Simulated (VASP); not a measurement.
OSZICAR of a VASP run on AlN (zinc blende):

**OSZICAR**
```
       N       E                     dE             d eps       ncg     rms          rms(c)
DAV:   1     0.564433444327E+01    0.56443E+01   -0.41596E+03   784   0.850E+02
DAV:   2    -0.227610150757E+02   -0.28405E+02   -0.26552E+02  1056   0.150E+02
DAV:   3    -0.232694700551E+02   -0.50845E+00   -0.50845E+00   848   0.254E+01
DAV:   4    -0.232715666249E+02   -0.20966E-02   -0.20966E-02  1160   0.154E+00
DAV:   5    -0.232715694449E+02   -0.28200E-05   -0.28200E-05   872   0.455E-02    0.869E+00
DAV:   6    -0.186599668050E+02    0.46116E+01   -0.88988E+00   808   0.203E+01    0.389E+00
DAV:   7    -0.190975402303E+02   -0.43757E+00   -0.10903E+00   960   0.782E+00    0.220E+00
DAV:   8    -0.185898073202E+02    0.50773E+00   -0.84474E-01   752   0.695E+00    0.155E+00
DAV:   9    -0.189579411182E+02   -0.36813E+00   -0.23449E-01   752   0.483E+00    0.638E-01
DAV:  10    -0.189675689854E+02   -0.96279E-02   -0.32342E-02   752   0.141E+00    0.355E-01
DAV:  11    -0.189668163220E+02    0.75266E-03   -0.45147E-04   896   0.278E-01    0.325E-01
DAV:  12    -0.189699272043E+02   -0.31109E-02   -0.40430E-04   792   0.153E-01    0.271E-01
DAV:  13    -0.189822162234E+02   -0.12289E-01   -0.63805E-03   752   0.709E-01    0.763E-02
DAV:  14    -0.189818755148E+02    0.34071E-03   -0.38909E-04  1000   0.180E-01    0.472E-02
DAV:  15    -0.189819700647E+02   -0.94550E-04   -0.61412E-04   752   0.226E-01    0.393E-02
DAV:  16    -0.189820533475E+02   -0.83283E-04   -0.17730E-04   752   0.137E-01    0.322E-02
DAV:  17    -0.189820591106E+02   -0.57631E-05   -0.15077E-06   872   0.158E-02    0.303E-02
DAV:  18    -0.189820540843E+02    0.50263E-05   -0.31903E-06   752   0.162E-02    0.219E-02
DAV:  19    -0.189820608584E+02   -0.67741E-05   -0.11084E-06   992   0.839E-03    0.101E-02
DAV:  20    -0.189820596617E+02    0.11967E-05   -0.13903E-07   536   0.396E-03    0.571E-03
DAV:  21    -0.189820618627E+02   -0.22010E-05   -0.17685E-07   504   0.417E-03    0.470E-03
DAV:  22    -0.189820615285E+02    0.33422E-06   -0.68421E-08   384   0.245E-03    0.925E-04
DAV:  23    -0.189820616850E+02   -0.15650E-06   -0.54194E-09   376   0.109E-03    0.617E-04
DAV:  24    -0.189820617144E+02   -0.29445E-07   -0.79811E-10   376   0.312E-04
   1 F= -.18982062E+02 E0= -.18982062E+02  d E =-.558647E-16
```

Q: Which electronic solver shows in the log?

A: It is blocked Davidson (ALGO = Normal, or the opening steps of other solvers). The INCAR had ALGO = Normal.

Q: Can the final energy be trusted as converged?

A: The calculation finished and met its thresholds. It stopped with EDIFF = 1E-7, NELM = 100 (r2SCAN+rVV10, plane waves, VASP's PBE PAW potentials (set 64)).

The compound is AlN in the zinc blende structure, a metastable form; wurtzite is the usual one. This cell is one point of a volume scan, at 1.03 of the reference volume.
